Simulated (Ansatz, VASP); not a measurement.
## Two plane-wave programs on GaB3

The input INCAR:

```
SYSTEM = GaB3
PREC = Accurate
ENCUT = 520
EDIFF = 1E-6
ISMEAR = 0
SIGMA = 0.1
LREAL = .False.
LASPH = .True.
NELM = 80
ALGO = Normal
ISIF = 2
LWAVE = .False.
LCHARG = .False.
GGA = PE
NBANDS = 19
```

Contents of KPOINTS:

```
Automatic mesh
0
Gamma
  6 6 4
  0 0 0
```

Contents of POSCAR:

```
GaB3
1.0
    1.6589551300     -2.6811992800      0.0000000000
    1.6589551300      2.6811992800      0.0000000000
    0.0000000000      0.0000000000      5.0195862200
Ga B
1 3
Direct
    0.5000000000      0.5000000000      0.5000000000
    0.1328468700      0.8671531300      0.5000000000
    0.8671531300      0.1328468700      0.5000000000
    0.0000000000      0.0000000000      0.0000000000
```

Input for Ansatz:

```yaml
crystal:
  lattice:
    - [1.65895513, -2.68119928, 0.0]
    - [1.65895513, 2.68119928, 0.0]
    - [0.0, 0.0, 5.01958622]
  atoms:
    - { symbol: Ga, position: [0.5, 0.5, 0.5] }
    - { symbol: B, position: [0.13284687, 0.86715313, 0.5] }
    - { symbol: B, position: [0.86715313, 0.13284687, 0.5] }
    - { symbol: B, position: [0.0, 0.0, 0.0] }
basis:
  ecutwfc: 420
kpoints:
  mp_grid: { grid: [6, 6, 4] }
hamiltonian:
  xc: pbe
scf:
  occupations: { method: gaussian, width: 0.1 }
  lower_state_search: "off"
output:
  forces: true
  stress: true
  eigenvalues: true
```

Alike in both runs: task single point; functional PBE; k mesh 6 × 6 × 4; occupations gaussian, width 0.1 eV; no spin polarisation.

```csv
,VASP,Ansatz
version,VASP 6.6.1,Ansatz 0.2.0
potentials or method,"VASP PAW PBE potentials, release 64 (Ga_d, B)","scalar-relativistic, plane waves, PAW"
plane-wave cutoff (eV),520,420
valence electrons in the cell,22,22
```

```csv
,VASP,Ansatz,Ansatz less VASP
gap on the k mesh at the Fermi level (eV),none,none,-
rms of the force components (eV/Å),2.915,2.900,-0.0144
```

Atom by atom the forces differ by 0.014 eV/Å (rms over components). A gap of «none» marks a metal or a gap that the smearing closes.

Caveats: the k mesh is coarse (spacing up to 0.37 Å⁻¹), so the values aren't converged; forces of over 1 eV/Å show positions far from the minimum, so gaps and moduli don't describe the material at rest.
